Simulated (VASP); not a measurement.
Given:

```yaml
crystal:
  lattice:
    - [1.61090, -2.79016, 0.00000]
    - [1.61090, 2.79016, 0.00000]
    - [0.00000, 0.00000, 12.18965]
  atoms:
    - { symbol: Mo, position: [0.33333, 0.66667, 0.25000] }
    - { symbol: Mo, position: [0.66667, 0.33333, 0.75000] }
    - { symbol: Se, position: [0.33333, 0.66667, 0.88802] }
    - { symbol: Se, position: [0.66667, 0.33333, 0.38802] }
    - { symbol: Se, position: [0.66667, 0.33333, 0.11198] }
    - { symbol: Se, position: [0.33333, 0.66667, 0.61198] }
```

Level of theory: PBE GGA, VASP's PBE PAW potentials (set 64) (plane waves; VASP). Numerical set-up: 500 eV cut-off, 8×8×2 Γ-centred mesh, Gaussian smearing of 0.050 eV, potentials Mo_sv Se.

Without a dispersion term in the relaxation, distances and binding between the weakly bound layers, chains or molecules are unreliable, and so is what depends on them.

Q: What does the run give for the energy per atom (σ→0), pressure?

A: 
energy per atom (σ→0): -6.572 eV/atom
pressure: 10.03 GPa

Total energies compare only between runs with the same potentials, cut-off and functional.

The compound is MoSe2 in the 2H layered structure. It was relaxed first under an external pressure of 10 GPa.
